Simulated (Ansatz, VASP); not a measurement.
H2CS2 in VASP and in Ansatz

```
CELL_PARAMETERS angstrom
8.88749 0.00000 0.00000
0.00000 8.88749 0.00000
0.00000 0.00000 8.88749
ATOMIC_POSITIONS crystal
H 0.04147 0.89967 0.34196
H 0.97684 0.92088 0.29125
H 0.58224 0.16320 0.67542
H 0.58208 0.24694 0.66749
H 0.16795 0.15308 0.15818
H 0.16407 0.18454 0.07959
H 0.93689 0.18961 0.78312
H 0.96631 0.26829 0.79528
H 0.71425 0.98223 0.47862
H 0.77611 0.03201 0.50870
H 0.94424 0.75907 0.06649
H 0.96890 0.78237 0.98873
S 0.26638 0.59671 0.17542
S 0.17277 0.53127 0.84236
S 0.59693 0.87564 0.16837
S 0.67748 0.89707 0.82716
S 0.49046 0.26853 0.34656
S 0.49874 0.26215 0.99504
S 0.54428 0.53714 0.70491
S 0.76257 0.64931 0.45280
S 0.23686 0.97718 0.82403
S 0.33993 0.85324 0.51149
S 0.00152 0.30321 0.43882
S 0.86514 0.40302 0.13077
C 0.22003 0.56420 0.00902
C 0.63695 0.88700 0.99772
C 0.49499 0.26607 0.17075
C 0.65369 0.59211 0.57828
C 0.28771 0.91521 0.66784
C 0.93340 0.35208 0.28423
```

Alike in both runs: functional PBE; dispersion D3(BJ); k mesh 1 × 1 × 1; occupations fermi-dirac, width 0.05 eV; no spin polarisation.

Ansatz relaxed the structure, and its values are those at the end. VASP's run is a single point on that final structure, the one shown.

|  | VASP | Ansatz |
| --- | --- | --- |
| version | VASP 6.6.1 | Ansatz 0.2.0 |
| potentials or method | VASP PAW PBE potentials, release 64 (H, S, C) | scalar-relativistic, plane waves, PAW |
| plane-wave cutoff (eV) | 520 | 420 |
| valence electrons in the cell | 108 | 108 |

```tsv
	VASP	Ansatz	Ansatz less VASP
gap on the k mesh at the Fermi level (eV)	3.20	3.19	-0.012
rms of the force components (eV/Å)	0.148	0.072	-0.0762
dispersion energy (meV/atom)	-84.3	-84.4	-0.02
```

A hybrid or GW would open this gap; PBE tends to underestimate it.
